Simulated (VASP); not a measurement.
Consider the following.

```xyz
12
Lattice="5.4712 0.0000 0.0000 0.0000 3.8687 0.0000 0.0000 0.0000 26.6367" Properties=species:S:1:pos:R:3 pbc="T T T"
Al     0.0000     0.0000    18.1542
Al     2.7356     1.9343    16.2199
Al     0.0000     0.0000    14.2855
Al     2.7356     1.9343    12.3512
Al     5.4712     0.0000    10.4168
Al     2.7356     1.9343     8.4825
P      1.3678     0.0000    16.2199
P      4.1034     1.9343    18.1542
P      1.3678     0.0000    12.3512
P      4.1034     1.9343    14.2855
P      1.3678     0.0000     8.4825
P      4.1034     1.9343    10.4168
```

Computed with PBEsol GGA, VASP's PBE PAW potentials (set 64) (plane waves; VASP 6.6.1). Numerical set-up: PREC = Normal, EDIFF = 1E-5, 400 eV cut-off, 4×5×1 Γ-centred mesh, Gaussian smearing of 0.050 eV, potentials Al P.

Task: The ions are relaxed. Which structure does the run end with?

Result: 
```xyz
12
Lattice="5.4712 0.0000 0.0000 0.0000 3.8687 0.0000 0.0000 0.0000 26.6367" Properties=species:S:1:pos:R:3 pbc="T T T"
Al     5.1506     0.0000    17.6938
Al     2.8426     1.9343    16.3242
Al     0.0899     0.0000    14.2449
Al     2.8255     1.9343    12.3918
Al     0.1070     0.0000    10.3126
Al     2.4151     1.9343     8.9429
P      1.4713     0.0000    16.1954
P      4.0486     1.9343    18.3550
P      1.4426     0.0000    12.3063
P      4.1782     1.9343    14.3304
P      1.3130     0.0000     8.2818
P      4.2069     1.9343    10.4413
```

Task: How much energy does the relaxation gain?

Result: The energy (σ→0) changes by -115.8 meV/atom, in 16 ionic steps.

```tsv
step	E(σ→0) (eV)	max force (eV/Å)	pressure (GPa)	volume (Å³)
1	-61.9411	2.019	-0.80	563.80
2	-62.4437	1.418	-0.58	563.80
3	-62.7575	0.929	-0.26	563.80
4	-63.0769	0.559	-0.42	563.80
5	-63.2264	0.490	-0.60	563.80
6	-63.2748	0.318	-0.62	563.80
7	-63.2748	0.318	-0.62	563.80
8	-63.2986	0.220	-0.59	563.80
9	-63.3086	0.235	-0.56	563.80
10	-63.3237	0.145	-0.51	563.80
11	-63.3276	0.102	-0.45	563.80
12	-63.3294	0.050	-0.45	563.80
13	-63.3295	0.051	-0.44	563.80
14	-63.3301	0.035	-0.44	563.80
15	-63.3307	0.057	-0.43	563.80
16	-63.3312	0.022	-0.40	563.80
```

The cell is a thin slab with vacuum, built from AlP (zinc blende): (110) face.
